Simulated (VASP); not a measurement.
Write the native input for VASP 6.6.1 that does the following.

- Task: single point
- Functional: PBE
- Potentials or basis: VASP PAW PBE potentials, release 64 (Ba_sv, Pt, Na_pv)
- Cutoff: 520 eV
- k mesh: 5 × 5 × 7
- Occupations: fermi-dirac, width 0.1 eV
- Spin: no spin polarisation
- Dipole correction: no
- Further INCAR settings: ALGO = Fast; EDIFF = 1e-06; NBANDS = 50

The structure of BaNaPt lies in POSCAR:

```
BaNaPt
1.0
    3.9222850000      6.7935960000      0.0000000000
   -3.9222850000      6.7935960000      0.0000000000
    0.0000000000      0.0000000000      4.6198000000
Ba Pt Na
3 3 3
Direct
    0.5852500000      0.4147500000      0.5000000000
    0.4147500000      0.0000000000      0.5000000000
    0.0000000000      0.5852500000      0.5000000000
    0.3333300000      0.3333400000      0.0000000000
    0.6666700000      0.6666600000      0.0000000000
    0.0000000000      0.0000000000      0.5000000000
    0.2380000000      0.7620000000      0.0000000000
    0.7620000000      0.0000000000      0.0000000000
    0.0000000000      0.2380000000      0.0000000000
```

The cell was built by a generator and needn't be a form met in nature.

These files were run (other wordings do the same):

INCAR

```
ALGO = Fast
EDIFF = 1E-6
ENCUT = 520
GGA = PE
ISIF = 2
ISMEAR = -1
LASPH = T
LCHARG = F
LREAL = F
LWAVE = F
NBANDS = 50
NELM = 100
PREC = Accurate
SIGMA = 0.1
```

KPOINTS

```
k-points
0
Gamma
  5 5 7
```

Potentials or basis: VASP PAW PBE potentials, release 64 (Ba_sv, Pt, Na_pv).

Launch:

```bash
$ cat potpaw_PBE.64/Ba_sv/POTCAR potpaw_PBE.64/Pt/POTCAR potpaw_PBE.64/Na_pv/POTCAR > POTCAR
$ mpirun -np 1 vasp_std > vasp.out
```

Results of the run:

The pressure is 2.4 GPa. The largest force is 0.038 eV/Å. The band gap on the k mesh is none (metal or under the smearing width).

Wall time 13 min on 1 thread of AMD EPYC 9R45 (Zen 5), with other jobs on the host, peak memory 0.56 GiB.
